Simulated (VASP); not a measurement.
An input for Quantum ESPRESSO's pw.x (written as the equivalent of a VASP run, and not itself run):

```
&CONTROL
  calculation = 'vc-relax'
  pseudo_dir = './pseudo'
  outdir = './out'
  tprnfor = .true.
  tstress = .true.
  nstep = 60
  forc_conv_thr = 0.00078
/
&SYSTEM
  ibrav = 0
  nat = 4
  ntyp = 2
  ecutwfc = 86
  occupations = 'smearing'
  smearing = 'gaussian'
  degauss = 0.003675
  input_dft = 'pz'
/
&ELECTRONS
  conv_thr = 7.3e-08
  electron_maxstep = 100
/
&IONS
/
&CELL
/
ATOMIC_SPECIES
  Ag 107.868 Ag.upf
  I 126.904 I.upf
CELL_PARAMETERS angstrom
     2.2450776   -3.8885888   -0.0000000
     2.2450776    3.8885888    0.0000000
     0.0000000    0.0000000    7.3309781
ATOMIC_POSITIONS crystal
  Ag   0.6666670  0.3333330  0.5000611
  Ag   0.3333330  0.6666670  0.0000611
  I    0.6666670  0.3333330  0.8749389
  I    0.3333330  0.6666670  0.3749389
K_POINTS automatic
  5 5 3 0 0 0
```

Problem. Write the VASP files for the same calculation (LDA).

Solution. Several could match; the one computed here: 
### KPOINTS
```
Automatic mesh
0
Gamma
5 5 3
0 0 0
```

**POSCAR**
```
AgI
1.0
  2.2450775505  -3.8885887552   0.0000000000
  2.2450775505   3.8885887552   0.0000000000
  0.0000000000   0.0000000000   7.3309780904
Ag I
2 2
Cartesian
  2.2450775505  -1.2961988441   3.6659369570
  2.2450775505   1.2961988441   0.0004479118
  2.2450775505  -1.2961988441   6.4141579173
  2.2450775505   1.2961988441   2.7486688721
```

**INCAR**
```
SYSTEM  =  AgI
PREC  =  Accurate; ENCUT  =  400; LREAL  =  .False.
LASPH  =  .True.
EDIFF  =  1E-6; NELM  =  100; ALGO  =  Normal
LMAXMIX  =  4
ISMEAR  =  0; SIGMA  =  0.05
IBRION  =  2; NSW  =  60; ISIF  =  3
EDIFFG  =  -0.02
LWAVE  =  .False.; LCHARG  =  .False.
```

POTCAR, in this order: Ag I (LDA.64 set). Program: vasp_std.

The two are equivalent in intent, not identical: the potentials are each code's own (VASP's PAW set, PseudoDojo norm-conserving files in pw.x), so ENCUT and ecutwfc are chosen apart and not converted; conv_thr bounds pw.x's estimated SCF error, while EDIFF bounds the energy change between steps; forc_conv_thr acts on force components and is met together with etot_conv_thr.

The compound is AgI in the wurtzite structure. This run relaxes it. Symmetry was kept, so distortions that lower it aren't found. The start is the result of an earlier pass.
